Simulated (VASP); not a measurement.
Calculation: HSE06 screened hybrid, VASP's PBE PAW potentials (set 64) (plane waves; VASP).

The input files of a VASP run:

INCAR:
```
SYSTEM  =  B31N32
PREC  =  Normal; ENCUT  =  400; LREAL  =  Auto
LASPH  =  T; ISYM  =  0; NELECT  =  254.0
EDIFF  =  1E-5; NELM  =  50; NELMIN  =  4
ALGO  =  Normal
ISMEAR  =  0; SIGMA  =  0.05
GGA  =  PE; LHFCALC  =  T; AEXX  =  0.25
HFSCREEN  =  0.2; PRECFOCK  =  Fast
ISPIN  =  2; MAGMOM  =  63*0.0317; NUPDOWN  =  2
ISIF  =  0
LWAVE  =  F; LCHARG  =  F; LORBIT  =  10
```

### POSCAR
```
B31N32
1
    7.2488848259     0.0000000000     0.0000000000
    0.0000000000     7.2488848259     0.0000000000
    0.0000000000     0.0000000000     7.2488848259
B N
31 32
Direct
  0.4999768222   0.9994455200   0.9994002128
  0.7497518243   0.2497543313   0.9989740598
  0.7499092360   0.9991137013   0.2495603569
  0.9999720404   0.9994702732   0.9994289408
  0.2502014153   0.2496576975   0.9998847748
  0.4999972847   0.4994621522   0.9994678205
  0.7497976056   0.7491648147   0.9998409867
  0.2501123480   0.9998043012   0.2495569822
  0.5014179573   0.2515314833   0.2517223768
  0.7474825781   0.4980869211   0.2519772700
  0.4999807888   0.9995007738   0.4993758734
  0.7477209485   0.2515937402   0.4980268626
  0.7498498917   0.9998819495   0.7492084695
  0.0000123430   0.4994135667   0.9994458619
  0.2502628541   0.7491901276   0.9990199317
  0.0004503459   0.2497194783   0.2496602222
  0.2525685470   0.5006813666   0.2520746493
  0.4986942893   0.7473897619   0.2517246862
  0.0000538345   0.9994955292   0.4994103899
  0.2522675592   0.2516153414   0.5009275180
  0.7477017575   0.7473621367   0.5008091250
  0.2501526073   0.9990835637   0.7493070326
  0.4985223519   0.2516792105   0.7470988219
  0.7474198429   0.5007834666   0.7468287358
  0.9995981450   0.7491593443   0.2497317918
  0.9999805530   0.4994783557   0.4994787724
  0.2524004980   0.7472864600   0.4981260607
  0.9995743263   0.2497501403   0.7492043718
  0.2526228257   0.4980584357   0.7469272491
  0.5014163413   0.7473669095   0.7472037710
  0.0004274716   0.7491858277   0.7491823784
  0.6255528696   0.1229069505   0.1227867968
  0.8765079835   0.3739127372   0.1229637709
  0.8766539996   0.1229161587   0.3738059111
  0.1249503337   0.1245130084   0.1244500944
  0.3752813569   0.3746298809   0.1247716925
  0.6247446507   0.6242063966   0.1247768273
  0.8750141935   0.8744135433   0.1244254873
  0.3751550396   0.1246469498   0.3745928538
  0.6361903655   0.3627821828   0.3631572986
  0.8746472793   0.6242430736   0.3747466857
  0.6248090852   0.1246405414   0.6241896130
  0.8746444876   0.3747422578   0.6241590893
  0.8749673430   0.1245417349   0.8743865013
  0.1235231290   0.6249599441   0.1230124328
  0.3744268432   0.8759869962   0.1228110880
  0.1253212043   0.3747094699   0.3747553950
  0.3639283593   0.6360878282   0.3632492123
  0.6248072992   0.8743939920   0.3746119496
  0.1233539403   0.1229280489   0.6249849134
  0.3637993701   0.3628630064   0.6356150266
  0.6361759871   0.6361163866   0.6355905763
  0.8765787669   0.8760410407   0.6249260179
  0.3744043071   0.1228853617   0.8760423386
  0.6246648545   0.3747530651   0.8741039025
  0.8764672508   0.6250344416   0.8758758167
  0.1234759556   0.8759445942   0.3738953430
  0.1253838813   0.6241957530   0.6241606502
  0.3752247362   0.8743684802   0.6242765266
  0.1235438578   0.3739209592   0.8759640590
  0.3753049786   0.6242073282   0.8741574876
  0.6255483797   0.8760150117   0.8760049820
  0.1249596770   0.8744361943   0.8744483033
```

### KPOINTS
```
Automatic
0
gamma
  1 1 1
```

POTCAR, in this order: B N (PBE.64 set). Program: vasp_gam. Read from the step before: WAVECAR.

What VASP printed:

OUTCAR:
```
 ion  position               nearest neighbor table
   1  0.500  0.999  0.999-  54 1.56  62 1.56  46 1.56  32 1.56
   2  0.750  0.250  0.999-  32 1.57  33 1.57  55 1.57  44 1.57
   3  0.750  0.999  0.250-  34 1.57  49 1.57  38 1.57  32 1.57
   4  1.000  0.999  0.999-  63 1.57  38 1.57  35 1.57  44 1.57
   5  0.250  0.250  1.000-  54 1.57  60 1.57  36 1.57  35 1.57
   6  0.500  0.499  0.999-  55 1.57  61 1.57  37 1.57  36 1.57
   7  0.750  0.749  1.000-  56 1.57  37 1.57  62 1.57  38 1.57
   8  0.250  1.000  0.250-  57 1.57  46 1.57  39 1.57  35 1.57
   9  0.501  0.252  0.252-  40 1.50  39 1.57  36 1.57  32 1.60
  10  0.747  0.498  0.252-  40 1.50  37 1.57  41 1.57  33 1.60
  11  0.500  1.000  0.499-  49 1.57  39 1.57  42 1.57  59 1.57
  12  0.748  0.252  0.498-  40 1.50  42 1.57  43 1.57  34 1.60
  13  0.750  1.000  0.749-  42 1.57  53 1.57  44 1.57  62 1.57
  14  0.000  0.499  0.999-  60 1.56  33 1.56  45 1.56  56 1.56
  15  0.250  0.749  0.999-  46 1.57  61 1.57  45 1.57  63 1.57
  16  0.000  0.250  0.250-  34 1.57  33 1.57  35 1.57  47 1.57
  17  0.253  0.501  0.252-  48 1.50  47 1.57  36 1.57  45 1.60
  18  0.499  0.747  0.252-  48 1.50  49 1.57  37 1.57  46 1.60
  19  0.000  0.999  0.499-  50 1.56  34 1.56  53 1.56  57 1.56
  20  0.252  0.252  0.501-  51 1.50  39 1.57  47 1.57  50 1.60
  21  0.748  0.747  0.501-  52 1.50  41 1.57  49 1.57  53 1.60
  22  0.250  0.999  0.749-  54 1.57  59 1.57  63 1.57  50 1.57
  23  0.499  0.252  0.747-  51 1.50  55 1.57  42 1.57  54 1.60
  24  0.747  0.501  0.747-  52 1.50  43 1.57  55 1.57  56 1.60
  25  1.000  0.749  0.250-  57 1.57  45 1.57  41 1.57  38 1.57
  26  1.000  0.499  0.499-  43 1.57  58 1.57  41 1.57  47 1.57
  27  0.252  0.747  0.498-  48 1.50  59 1.57  58 1.57  57 1.60
  28  1.000  0.250  0.749-  50 1.57  60 1.57  43 1.57  44 1.57
  29  0.253  0.498  0.747-  51 1.50  61 1.57  58 1.57  60 1.60
  30  0.501  0.747  0.747-  52 1.50  59 1.57  61 1.57  62 1.60
  31  0.000  0.749  0.749-  56 1.57  58 1.57  53 1.57  63 1.57
  32  0.626  0.123  0.123-   1 1.56   2 1.57   3 1.57   9 1.60
  33  0.877  0.374  0.123-  14 1.56  16 1.57   2 1.57  10 1.60
  34  0.877  0.123  0.374-  19 1.56  16 1.57   3 1.57  12 1.60
  35  0.125  0.125  0.124-  16 1.57   5 1.57   8 1.57   4 1.57
  36  0.375  0.375  0.125-   6 1.57   5 1.57  17 1.57   9 1.57
  37  0.625  0.624  0.125-   6 1.57   7 1.57  10 1.57  18 1.57
  38  0.875  0.874  0.124-   3 1.57   4 1.57   7 1.57  25 1.57
  39  0.375  0.125  0.375-  11 1.57   8 1.57   9 1.57  20 1.57
  40  0.636  0.363  0.363-   9 1.50  12 1.50  10 1.50
  41  0.875  0.624  0.375-  26 1.57  25 1.57  10 1.57  21 1.57
  42  0.625  0.125  0.624-  11 1.57  13 1.57  12 1.57  23 1.57
  43  0.875  0.375  0.624-  26 1.57  28 1.57  24 1.57  12 1.57
  44  0.875  0.125  0.874-  13 1.57  28 1.57   2 1.57   4 1.57
  45  0.124  0.625  0.123-  14 1.56  25 1.57  15 1.57  17 1.60
  46  0.374  0.876  0.123-   1 1.56  15 1.57   8 1.57  18 1.60
  47  0.125  0.375  0.375-  26 1.57  16 1.57  17 1.57  20 1.57
  48  0.364  0.636  0.363-  18 1.50  27 1.50  17 1.50
  49  0.625  0.874  0.375-  11 1.57   3 1.57  18 1.57  21 1.57
  50  0.123  0.123  0.625-  19 1.56  28 1.57  22 1.57  20 1.60
  51  0.364  0.363  0.636-  23 1.50  20 1.50  29 1.50
  52  0.636  0.636  0.636-  21 1.50  30 1.50  24 1.50
  53  0.877  0.876  0.625-  19 1.56  13 1.57  31 1.57  21 1.60
  54  0.374  0.123  0.876-   1 1.56  22 1.57   5 1.57  23 1.60
  55  0.625  0.375  0.874-   6 1.57   2 1.57  24 1.57  23 1.57
  56  0.876  0.625  0.876-  14 1.56   7 1.57  31 1.57  24 1.60
  57  0.123  0.876  0.374-  19 1.56  25 1.57   8 1.57  27 1.60
  58  0.125  0.624  0.624-  26 1.57  31 1.57  27 1.57  29 1.57
  59  0.375  0.874  0.624-  11 1.57  22 1.57  27 1.57  30 1.57
  60  0.124  0.374  0.876-  14 1.56   5 1.57  28 1.57  29 1.60
  61  0.375  0.624  0.874-   6 1.57  15 1.57  29 1.57  30 1.57
  62  0.626  0.876  0.876-   1 1.56   7 1.57  13 1.57  30 1.60
  63  0.125  0.874  0.874-  22 1.57   4 1.57  31 1.57  15 1.57
 Subroutine IBZKPT returns following result:
 Found      1 irreducible k-points:

 Following reciprocal coordinates:
            Coordinates               Weight
  0.000000  0.000000  0.000000      1.000000
 Subroutine IBZKPT_HF returns following result:
   k-points           NKPTS =      1   k-points in BZ     NKDIM =      1   number of bands    NBANDS=    160
   number of dos      NEDOS =    301   number of ions     NIONS =     63
   total plane-waves  NPLWV =  46656
   dimension x,y,z NGX =    36 NGY =   36 NGZ =   36
...
```

OSZICAR:
```
       N       E                     dE             d eps       ncg     rms          rms(c)
DAV:   1    -0.626495275498E+03   -0.62650E+03   -0.77969E+00   640   0.835E+00    0.277E+00
DAV:   2    -0.626690658886E+03   -0.19538E+00   -0.21520E-01   712   0.120E+00    0.182E+00
DAV:   3    -0.626690467516E+03    0.19137E-03   -0.56110E-02   744   0.717E-01    0.106E+00
DAV:   4    -0.626685465948E+03    0.50016E-02   -0.29369E-02   744   0.510E-01    0.626E-01
DAV:   5    -0.626684090946E+03    0.13750E-02   -0.71416E-03   728   0.252E-01    0.383E-01
DAV:   6    -0.626683348061E+03    0.74288E-03   -0.10572E-03   712   0.100E-01    0.220E-01
DAV:   7    -0.626683075972E+03    0.27209E-03   -0.39624E-04   704   0.533E-02    0.125E-01
DAV:   8    -0.626683046411E+03    0.29561E-04   -0.52453E-04   712   0.419E-02    0.849E-02
DAV:   9    -0.626683141081E+03   -0.94670E-04   -0.10680E-03   760   0.592E-02    0.909E-02
DAV:  10    -0.626683295115E+03   -0.15403E-03   -0.19328E-03   744   0.934E-02    0.114E-01
DAV:  11    -0.626683461068E+03   -0.16595E-03   -0.28709E-03   768   0.127E-01    0.134E-01
DAV:  12    -0.626683612748E+03   -0.15168E-03   -0.35762E-03   776   0.151E-01    0.149E-01
DAV:  13    -0.626683729064E+03   -0.11632E-03   -0.39155E-03   800   0.164E-01    0.158E-01
DAV:  14    -0.626683789745E+03   -0.60681E-04   -0.39064E-03   760   0.170E-01    0.161E-01
DAV:  15    -0.626683788411E+03    0.13341E-05   -0.36531E-03   784   0.171E-01    0.156E-01
DAV:  16    -0.626683733042E+03    0.55369E-04   -0.30475E-03   792   0.162E-01    0.145E-01
DAV:  17    -0.626683641151E+03    0.91891E-04   -0.23033E-03   760   0.147E-01    0.126E-01
DAV:  18    -0.626683537483E+03    0.10367E-03   -0.14850E-03   768   0.122E-01    0.105E-01
DAV:  19    -0.626683444393E+03    0.93090E-04   -0.79417E-04   744   0.934E-02    0.806E-02
DAV:  20    -0.626683378427E+03    0.65966E-04   -0.31119E-04   720   0.609E-02    0.589E-02
DAV:  21    -0.626683349414E+03    0.29013E-04   -0.11726E-04   704   0.300E-02    0.427E-02
DAV:  22    -0.626683360581E+03   -0.11167E-04   -0.19466E-04   592   0.177E-02    0.437E-02
DAV:  23    -0.626683403082E+03   -0.42501E-04   -0.47354E-04   712   0.418E-02    0.574E-02
DAV:  24    -0.626683460812E+03   -0.57730E-04   -0.82996E-04   744   0.666E-02    0.722E-02
DAV:  25    -0.626683522142E+03   -0.61330E-04   -0.11418E-03   768   0.844E-02    0.837E-02
DAV:  26    -0.626683576455E+03   -0.54312E-04   -0.13445E-03   744   0.951E-02    0.919E-02
DAV:  27    -0.626683614746E+03   -0.38291E-04   -0.14570E-03   768   0.103E-01    0.961E-02
DAV:  28    -0.626683631506E+03   -0.16760E-04   -0.14069E-03   768   0.104E-01    0.965E-02
DAV:  29    -0.626683625306E+03    0.61994E-05   -0.12707E-03   768   0.102E-01    0.922E-02
DAV:  30    -0.626683601517E+03    0.23789E-04   -0.10253E-03   760   0.942E-02    0.841E-02
DAV:  31    -0.626683566907E+03    0.34611E-04   -0.73354E-04   760   0.825E-02    0.728E-02
DAV:  32    -0.626683529853E+03    0.37054E-04   -0.44539E-04   744   0.666E-02    0.587E-02
DAV:  33    -0.626683498172E+03    0.31681E-04   -0.21939E-04   728   0.493E-02    0.449E-02
DAV:  34    -0.626683477154E+03    0.21018E-04   -0.77958E-05   696   0.304E-02    0.310E-02
DAV:  35    -0.626683469970E+03    0.71836E-05   -0.36436E-05   488   0.135E-02
   1 F= -.62668347E+03 E0= -.62668347E+03  d E =-.564759E-15  mag=     2.0000
```

### OUTCAR
```
------------------------ aborting loop because EDIFF is reached ----------------------------------------
  volume of cell :      380.90
      direct lattice vectors                 reciprocal lattice vectors
     7.248884826  0.000000000  0.000000000     0.137952254  0.000000000  0.000000000
     0.000000000  7.248884826  0.000000000     0.000000000  0.137952254  0.000000000
     0.000000000  0.000000000  7.248884826     0.000000000  0.000000000  0.137952254
  FREE ENERGIE OF THE ION-ELECTRON SYSTEM (eV)
  ---------------------------------------------------
  free  energy   TOTEN  =      -626.6834699702 eV

  energy  without entropy=     -626.6834699702  energy(sigma->0) =     -626.68346997

  exchange ACFDT corr.  =         0.00000000  see jH, gK, PRB 81, 115126

 total charge

# of ion       s       p       d       tot
------------------------------------------
    1        0.685   1.375   0.000   2.060
    2        0.677   1.348   0.000   2.025
    3        0.677   1.349   0.000   2.025
    4        0.676   1.347   0.000   2.023
    5        0.677   1.348   0.000   2.025
    6        0.676   1.350   0.000   2.026
    7        0.677   1.348   0.000   2.024
    8        0.677   1.348   0.000   2.025
    9        0.681   1.363   0.000   2.043
   10        0.681   1.359   0.000   2.040
   11        0.676   1.350   0.000   2.026
   12        0.681   1.362   0.000   2.042
   13        0.677   1.348   0.000   2.025
   14        0.685   1.370   0.000   2.056
   15        0.677   1.348   0.000   2.025
   16        0.677   1.349   0.000   2.025
   17        0.681   1.358   0.000   2.039
   18        0.681   1.362   0.000   2.043
   19        0.685   1.375   0.000   2.060
   20        0.681   1.361   0.000   2.042
   21        0.681   1.362   0.000   2.042
   22        0.677   1.348   0.000   2.025
   23        0.680   1.361   0.000   2.041
   24        0.681   1.358   0.000   2.039
   25        0.677   1.348   0.000   2.024
   26        0.676   1.350   0.000   2.026
   27        0.681   1.361   0.000   2.042
   28        0.677   1.348   0.000   2.024
   29        0.681   1.358   0.000   2.039
   30        0.681   1.361   0.000   2.042
   31        0.677   1.348   0.000   2.024
   32        1.231   2.712   0.000   3.943
   33        1.232   2.707   0.000   3.939
   34        1.231   2.712   0.000   3.943
   35        1.229   2.722   0.000   3.952
   36        1.227   2.718   0.000   3.946
   37        1.227   2.718   0.000   3.946
   38        1.229   2.722   0.000   3.951
   39        1.228   2.718   0.000   3.945
   40        1.250   2.652   0.000   3.902
   41        1.227   2.718   0.000   3.946
   42        1.228   2.718   0.000   3.945
   43        1.227   2.718   0.000   3.946
   44        1.229   2.722   0.000   3.951
   45        1.232   2.706   0.000   3.938
   46        1.231   2.713   0.000   3.944
   47        1.227   2.719   0.000   3.946
   48        1.249   2.656   0.000   3.905
   49        1.228   2.718   0.000   3.946
   50        1.231   2.714   0.000   3.944
   51        1.246   2.668   0.000   3.915
   52        1.248   2.662   0.000   3.910
   53        1.231   2.713   0.000   3.944
   54        1.231   2.713   0.000   3.944
   55        1.227   2.718   0.000   3.946
   56        1.232   2.707   0.000   3.939
   57        1.231   2.712   0.000   3.943
   58        1.227   2.718   0.000   3.946
   59        1.228   2.718   0.000   3.946
   60        1.232   2.707   0.000   3.939
   61        1.227   2.718   0.000   3.946
   62        1.231   2.713   0.000   3.944
   63        1.229   2.722   0.000   3.951
--------------------------------------------------
tot         60.467 128.692   0.000 189.159

 magnetization (x)

# of ion       s       p       d       tot
------------------------------------------
    1       -0.001   0.006   0.000   0.005
    2       -0.001  -0.002   0.000  -0.003
    3       -0.001  -0.002   0.000  -0.003
    4       -0.000  -0.001   0.000  -0.001
    5       -0.001  -0.002   0.000  -0.003
    6       -0.000  -0.001   0.000  -0.001
    7       -0.001  -0.002   0.000  -0.003
    8       -0.001  -0.002   0.000  -0.003
    9       -0.003  -0.009   0.000  -0.012
   10       -0.003  -0.007   0.000  -0.010
   11       -0.000  -0.001   0.000  -0.001
   12       -0.003  -0.009   0.000  -0.012
   13       -0.001  -0.002   0.000  -0.002
   14       -0.001   0.008   0.000   0.006
   15       -0.001  -0.002   0.000  -0.003
   16       -0.001  -0.002   0.000  -0.003
   17       -0.003  -0.006   0.000  -0.009
   18       -0.003  -0.008   0.000  -0.011
   19       -0.001   0.006   0.000   0.005
   20       -0.003  -0.007   0.000  -0.010
   21       -0.003  -0.008   0.000  -0.011
   22       -0.001  -0.002   0.000  -0.002
...
```
(Selected blocks of OUTCAR.)

The cell is charged, with a uniform compensating background. The supercell is sampled at Γ alone, which is coarse: total energies, pressure and levels can be off, energies of defects by several tenths of an eV.

The cell is a supercell with a defect, built from BN (zinc blende): vac_B, charge -1. The cell's shape comes from a PBE relaxation.
